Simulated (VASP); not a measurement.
Here is the system:

```
VS
1.0
    0.00000     2.63662     2.63662
    2.63662     0.00000     2.63662
    2.63662     2.63662     0.00000
V S
1 1
Direct
  0.00000   0.00000   0.00000
  0.25000   0.25000   0.25000
```
Starting moments (μB, in the order of the record's atoms V S): -1.9 0.1.

Calculation: PBEsol GGA, VASP's PBE PAW potentials (set 64) (plane waves; VASP). Run with 400 eV cut-off, Gaussian smearing of 0.050 eV, potentials V_sv S.

Task: Give the spin-up energies of bands 6 to 13 at the high-symmetry points, in eV from the Fermi level.

Result: 
```
band      Γ      X      U      L      W
----  -----  -----  -----  -----  -----
6     -4.27  -5.99  -5.54  -5.96  -5.25
7     -4.27  -3.85  -4.61  -4.02  -4.85
8     -4.27  -3.85  -3.87  -4.02  -3.97
9      1.15  -0.75  -0.56   1.05  -0.69
10     1.15   1.34   1.13   1.38   0.59
11     2.31   1.67   1.18   1.38   1.89
12     4.26   1.67   2.47   2.72   2.01
13     4.26   2.03   2.63   2.72   3.05
```

Task: Give the spin-down energies of bands 6 to 13 at the high-symmetry points, in eV from the Fermi level.

Result: 
| band | Γ | X | U | L | W |
|---|---|---|---|---|---|
| 6 | -4.73 | -6.43 | -5.95 | -6.28 | -5.65 |
| 7 | -4.73 | -4.12 | -4.90 | -4.48 | -5.21 |
| 8 | -4.73 | -4.12 | -4.21 | -4.48 | -4.22 |
| 9 | -0.86 | -1.62 | -1.56 | -0.55 | -1.67 |
| 10 | -0.86 | -0.33 | -0.54 | -0.55 | -0.83 |
| 11 | 1.91 | -0.20 | -0.34 | -0.15 | -0.21 |
| 12 | 3.34 | 0.43 | 0.87 | 1.71 | 0.70 |
| 13 | 3.34 | 0.43 | 1.03 | 1.71 | 1.29 |

It has no gap at this level: it comes out as a metal or semimetal.

The structure was generated: VS was put into the zinc blende type (F-43m), which need not be its known phase. It was relaxed first, which changed the volume by -31 %.
